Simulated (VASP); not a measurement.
Computed with PBE GGA with D4 dispersion, VASP's PBE PAW potentials (set 64) (plane waves; VASP).

VASP ran on this input.

POSCAR:
```
PdIn
1
    3.2697864079     0.0000000000     0.0000000000
   -0.0000000000     3.2697864079     0.0000000000
    0.0000000000     0.0000000000     3.2697864079
In Pd
1 1
Direct
  0.5000000000   0.5000000000   0.5000000000
  0.0000000000   0.0000000000   0.0000000000
```

KPOINTS:
```
k-points along high-symmetry lines
15
Line-mode
Reciprocal
  0.000000   0.000000   0.000000 ! GAMMA
  0.000000   0.500000   0.000000 ! X

  0.000000   0.500000   0.000000 ! X
  0.500000   0.500000   0.000000 ! M

  0.500000   0.500000   0.000000 ! M
  0.000000   0.000000   0.000000 ! GAMMA

  0.000000   0.000000   0.000000 ! GAMMA
  0.500000   0.500000   0.500000 ! R

  0.500000   0.500000   0.500000 ! R
  0.000000   0.500000   0.000000 ! X

  0.500000   0.500000   0.500000 ! R
  0.500000   0.500000   0.000000 ! M
```

INCAR:
```
SYSTEM  =  PdIn
PREC  =  Accurate; ENCUT  =  520; LREAL  =  .FALSE.
LASPH  =  .TRUE.; ICHARG  =  11
EDIFF  =  1E-7; NELM  =  100; ALGO  =  Normal
LMAXMIX  =  4
ISMEAR  =  0; SIGMA  =  0.05
GGA  =  PE; IVDW  =  13
LWAVE  =  .FALSE.; LCHARG  =  .FALSE.; LORBIT  =  11
```

POTCAR, in this order: In_d Pd (PBE.64 set). Program: vasp_std. Read from the step before: CHGCAR.

Output of the run:

**OSZICAR**
```
       N       E                     dE             d eps       ncg     rms          rms(c)
DAV:   1     0.163050796627E+03    0.16305E+03   -0.11519E+04  2743   0.201E+03
DAV:   2    -0.182566921247E+00   -0.16323E+03   -0.15802E+03  2812   0.407E+02
DAV:   3    -0.779052501203E+01   -0.76080E+01   -0.75422E+01  3428   0.936E+01
DAV:   4    -0.792863299363E+01   -0.13811E+00   -0.13808E+00  3337   0.121E+01
DAV:   5    -0.793518708878E+01   -0.65541E-02   -0.65540E-02  3994   0.233E+00
DAV:   6    -0.793537790082E+01   -0.19081E-03   -0.19081E-03  3662   0.299E-01
DAV:   7    -0.793537944380E+01   -0.15430E-05   -0.15436E-05  4036   0.339E-02
DAV:   8    -0.793537946282E+01   -0.19013E-07   -0.19163E-07  3085   0.345E-03
   1 F= -.88849402E+01 E0= -.88847656E+01  d E =-.349258E-03
```

**OUTCAR**
```
 val. band max:       10.9971475382   @ k =   0.0000   0.2500   0.0000

 cond. band min:      11.0844660493   @ k =   0.3571   0.5000   0.3571



 k-point     1 :       0.0000    0.0000    0.0000
  band No.  band energies     occupation
      1      -4.4466      2.00000
      2      -4.4466      2.00000
      3      -4.0360      2.00000
      4      -4.0360      2.00000
      5      -4.0360      2.00000
      6       0.4446      2.00000
      7       6.6957      2.00000
      8       6.6957      2.00000
      9       8.2437      2.00000
     10       8.2437      2.00000
     11       8.2437      2.00000
     12      14.7480      0.00000
     13      14.7480      0.00000
     14      14.7480      0.00000
     15      19.9832      0.00000

 k-point     2 :       0.0000    0.0357    0.0000
  band No.  band energies     occupation
      1      -4.4459      2.00000
      2      -4.4422      2.00000
      3      -4.0373      2.00000
      4      -4.0373      2.00000
      5      -4.0355      2.00000
      6       0.4649      2.00000
      7       6.6959      2.00000
      8       6.6996      2.00000
      9       8.2278      2.00000
     10       8.2278      2.00000
     11       8.2427      2.00000
     12      14.5868      0.00000
     13      14.7894      0.00000
     14      14.7894      0.00000
     15      20.0771      0.00000

 k-point     3 :       0.0000    0.0714    0.0000
  band No.  band energies     occupation
      1      -4.4437      2.00000
      2      -4.4291      2.00000
      3      -4.0413      2.00000
      4      -4.0413      2.00000
      5      -4.0344      2.00000
      6       0.5258      2.00000
      7       6.6965      2.00000
      8       6.7103      2.00000
      9       8.1816      2.00000
     10       8.1816      2.00000
     11       8.2400      2.00000
     12      14.1590      0.00000
     13      14.9118      0.00000
     14      14.9118      0.00000
     15      20.2515      0.00000

...
```

The density is held fixed in this step, so its total energy and stress have no physical meaning. Unless said otherwise, spin-orbit coupling is left out, though it shifts the bands of the heavy elements here.

The compound is PdIn in the CsCl type structure. It was relaxed first. The electron count is odd and the run is not spin-polarised, which forces a metal.
